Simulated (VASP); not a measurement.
Output of a VASP run:

File OUTCAR:
```
 ion  position               nearest neighbor table
   1  0.000  0.000  0.000-   2 2.13   2 2.13   2 2.13   2 2.13   2 2.13   2 2.13
   2  0.500  0.500  0.500-   1 2.13   1 2.13   1 2.13   1 2.13   1 2.13   1 2.13
  LATTYP: Found a face centered cubic cell.
 ALAT       =     4.2641506582
 Subroutine PRICEL returns:
 Original cell was already a primitive cell.
 Subroutine GETGRP returns: Found 48 space group operations
The static configuration has the point symmetry O_h .
The dynamic configuration has the point symmetry O_h .
 Subroutine INISYM returns: Found 48 space group operations
 Subroutine IBZKPT returns following result:
 Found    145 irreducible k-points:

 Following reciprocal coordinates:
            Coordinates               Weight
  0.000000  0.000000  0.000000      1.000000
  0.062500  0.000000  0.000000      8.000000
  0.125000  0.000000  0.000000      8.000000
  0.187500  0.000000  0.000000      8.000000
  0.250000  0.000000  0.000000      8.000000
  0.312500  0.000000  0.000000      8.000000
  0.375000  0.000000  0.000000      8.000000
  0.437500  0.000000  0.000000      8.000000
  0.500000  0.000000  0.000000      4.000000
  0.062500  0.062500  0.000000      6.000000
  0.125000  0.062500  0.000000     24.000000
  0.187500  0.062500  0.000000     24.000000
  0.250000  0.062500  0.000000     24.000000
  0.312500  0.062500  0.000000     24.000000
  0.375000  0.062500  0.000000     24.000000
  0.437500  0.062500  0.000000     24.000000
  0.500000  0.062500  0.000000     24.000000
 -0.437500  0.062500  0.000000     24.000000
 -0.375000  0.062500  0.000000     24.000000
 -0.312500  0.062500  0.000000     24.000000
 -0.250000  0.062500  0.000000     24.000000
 -0.187500  0.062500  0.000000     24.000000
 -0.125000  0.062500  0.000000     24.000000
 -0.062500  0.062500  0.000000     12.000000
  0.125000  0.125000  0.000000      6.000000
  0.187500  0.125000  0.000000     24.000000
  0.250000  0.125000  0.000000     24.000000
  0.312500  0.125000  0.000000     24.000000
  0.375000  0.125000  0.000000     24.000000
  0.437500  0.125000  0.000000     24.000000
  0.500000  0.125000  0.000000     24.000000
 -0.437500  0.125000  0.000000     24.000000
 -0.375000  0.125000  0.000000     24.000000
 -0.312500  0.125000  0.000000     24.000000
 -0.250000  0.125000  0.000000     24.000000
 -0.187500  0.125000  0.000000     24.000000
 -0.125000  0.125000  0.000000     12.000000
  0.187500  0.187500  0.000000      6.000000
  0.250000  0.187500  0.000000     24.000000
  0.312500  0.187500  0.000000     24.000000
   k-points           NKPTS =    145   k-points in BZ     NKDIM =    145   number of bands    NBANDS=     12
   number of dos      NEDOS =    601   number of ions     NIONS =      2
   total plane-waves  NPLWV =  13824
   dimension x,y,z NGX =    24 NGY =   24 NGZ =   24
   dimension x,y,z NGXF=    48 NGYF=   48 NGZF=   48
   ions per type =               1   1
   PREC   = accura    normal or accurate (medium, high low for compatibility)
   ISTART =      0    job   : 0-new  1-cont  2-samecut
   ICHARG =      2    charge: 1-file 2-atom 10-const
   ISPIN  =      1    spin polarized calculation?
   LNONCOLLINEAR =      F non collinear calculations
   LSORBIT =      F    spin-orbit coupling
   INIWAV =      1    electr: 0-lowe 1-rand  2-diag
   ENCUT  =  520.0 eV  38.22 Ry    6.18 a.u.   5.61  5.61  5.61*2*pi/ulx,y,z
   NELM   =    100;   NELMIN=  2; NELMDL= -5     # of ELM steps
   EDIFF  = 0.1E-06   stopping-criterion for ELM
   LREAL  =      F    real-space projection
   NLSPLINE    = F    spline interpolate recip. space projectors
   LMAXMIX     =    4 max onsite mixed and CHGCAR
   VOSKOWN=      0    Vosko Wilk Nusair interpolation
   EDIFFG = 0.1E-05   stopping-criterion for IOM
   NSW    =      0    number of steps for IOM
   NBLOCK =      1;   KBLOCK =      1    inner block; outer block
   IBRION =     -1    ionic relax: 0-MD 1-quasi-New 2-CG
...
```

**OSZICAR**
```
       N       E                     dE             d eps       ncg     rms          rms(c)
DAV:   1     0.118463491622E+03    0.11846E+03   -0.84647E+03  3480   0.160E+03
DAV:   2    -0.158583528287E+02   -0.13432E+03   -0.12750E+03  3600   0.383E+02
DAV:   3    -0.255169383999E+02   -0.96586E+01   -0.92931E+01  4508   0.975E+01
DAV:   4    -0.259676690762E+02   -0.45073E+00   -0.44979E+00  4456   0.203E+01
DAV:   5    -0.259819835877E+02   -0.14315E-01   -0.14313E-01  4724   0.332E+00    0.194E+01
DAV:   6    -0.211843270062E+02    0.47977E+01   -0.30743E+01  4092   0.707E+01    0.700E+00
DAV:   7    -0.205794801729E+02    0.60485E+00   -0.43942E+00  4060   0.279E+01    0.524E+00
DAV:   8    -0.205419908587E+02    0.37489E-01   -0.16183E-01  3700   0.541E+00    0.277E+00
DAV:   9    -0.205424825579E+02   -0.49170E-03   -0.10368E-01  3912   0.365E+00    0.798E-01
DAV:  10    -0.205394598048E+02    0.30228E-02   -0.15448E-02  4800   0.187E+00    0.476E-01
DAV:  11    -0.205386816774E+02    0.77813E-03   -0.56025E-03  3768   0.115E+00    0.114E-01
DAV:  12    -0.205385850763E+02    0.96601E-04   -0.61721E-04  3708   0.432E-01    0.296E-02
DAV:  13    -0.205385684380E+02    0.16638E-04   -0.39403E-05  5288   0.907E-02    0.118E-02
DAV:  14    -0.205385679624E+02    0.47564E-06   -0.22371E-06  3784   0.194E-02    0.281E-03
DAV:  15    -0.205385677056E+02    0.25679E-06   -0.42114E-07  4312   0.503E-03    0.511E-04
DAV:  16    -0.205385676806E+02    0.25050E-07   -0.14883E-08  1912   0.130E-03
   1 F= -.20538568E+02 E0= -.20538568E+02  d E =0.000000E+00
```

### OUTCAR
```
------------------------ aborting loop because EDIFF is reached ----------------------------------------
  FORCE on cell =-STRESS in cart. coord.  units (eV):
  Direction    XX          YY          ZZ          XY          YZ          ZX
  --------------------------------------------------------------------------------------
  Total        0.0050367      0.0050367      0.0050367      0.0000000      0.0000000      0.0000000
  in kB        0.4163109      0.4163109      0.4163109      0.0000000      0.0000000      0.0000000
  external PRESSURE =       0.4163109 kB  Pullay stress =       0.0000000 kB
  volume of cell :       19.38
      direct lattice vectors                 reciprocal lattice vectors
     0.000000000  2.132075329  2.132075329    -0.234513290  0.234513290  0.234513290
     2.132075329  0.000000000  2.132075329     0.234513290 -0.234513290  0.234513290
     2.132075329  2.132075329  0.000000000     0.234513290  0.234513290 -0.234513290
 POSITION                                       TOTAL-FORCE (eV/Angst)
 -----------------------------------------------------------------------------------
      0.00000      0.00000      0.00000         0.000000      0.000000      0.000000
      2.13208      2.13208      2.13208         0.000000      0.000000      0.000000
 -----------------------------------------------------------------------------------
    total drift:                                0.000000     -0.000000     -0.000000
  FREE ENERGIE OF THE ION-ELECTRON SYSTEM (eV)
  ---------------------------------------------------
  free  energy   TOTEN  =       -20.5385676806 eV

  energy  without entropy=      -20.5385676806  energy(sigma->0) =      -20.53856768

 total charge

# of ion       s       p       d       tot
------------------------------------------
    1        2.211   6.275   2.041  10.527
    2        0.892   1.527   0.000   2.420
--------------------------------------------------
tot          3.104   7.802   2.041  12.947
```
(Selected blocks of OUTCAR.)

POSCAR:
```
TiC
1
    0.0000000000     2.1320753291     2.1320753291
    2.1320753291     0.0000000000     2.1320753291
    2.1320753291     2.1320753291     0.0000000000
Ti C
1 1
Direct
  0.0000000000   0.0000000000   0.0000000000
  0.5000000000   0.5000000000   0.5000000000
```

Problem. Reconstruct the remaining input files.

Solution. Several could match; the one computed here: the input of the run itself, LDA (Ceperley-Alder, Perdew-Zunger), plane waves, VASP's LDA PAW potentials (set 64).

INCAR:
```
SYSTEM = TiC
PREC = Accurate
ENCUT = 520
EDIFF = 1E-7
NELM = 100
ALGO = Normal
LREAL = .FALSE.
LASPH = .TRUE.
ISMEAR = -5
LMAXMIX = 4
LWAVE = .FALSE.
LCHARG = .TRUE.
LORBIT = 11
NEDOS = 601
ISIF = 2
```

### KPOINTS
```
Automatic mesh
0
Gamma
16 16 16
0 0 0
```

POTCAR, in this order: Ti_sv C (LDA.64 set). Program: vasp_std.

For a metal the tetrahedron method with Blöchl corrections gives inexact stress and forces.

The compound is TiC in the rock salt structure. It was relaxed first.
